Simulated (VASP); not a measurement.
Given:

```
CaS
1.0
    0.00000     2.81975     2.81975
    2.81975     0.00000     2.81975
    2.81975     2.81975     0.00000
Ca S
1 1
Direct
  0.00000   0.00000   0.00000
  0.50000   0.50000   0.50000
```

Method: PBE GGA with D3 dispersion (Becke-Johnson damping), VASP's PBE PAW potentials (set 64) (plane waves; VASP 6.6.1). Run with 520 eV cut-off, 9×9×9 Γ-centred mesh, tetrahedra with Blöchl corrections, potentials Ca_sv S.

Task: Tabulate the total density of states (states/eV per cell) against energy (eV; zero at the valence-band maximum or, without a gap, the Fermi level).

Result: 
(E (eV), DOS (states/eV)): (-9.95, 0.00); (-9.25, 0.00); (-8.67, 0.00); (-7.98, 0.00); (-7.28, 0.00); (-6.70, 0.00); (-6.01, 0.00); (-5.31, 0.00); (-4.73, 0.00); (-4.03, 0.00); (-3.34, 0.00); (-2.76, 1.09); (-2.06, 0.70); (-1.37, 2.77); (-0.79, 2.19); (-0.09, 0.11); (0.60, 0.00); (1.18, 0.00); (1.88, 0.00); (2.58, 0.14); (3.16, 0.42); (3.85, 0.84); (4.55, 1.51); (5.13, 1.31); (5.82, 3.71)
Within 2 eV below the valence-band maximum the largest weight inside VASP's projection spheres is S p.

The compound is CaS in the rock salt structure. It was relaxed first.
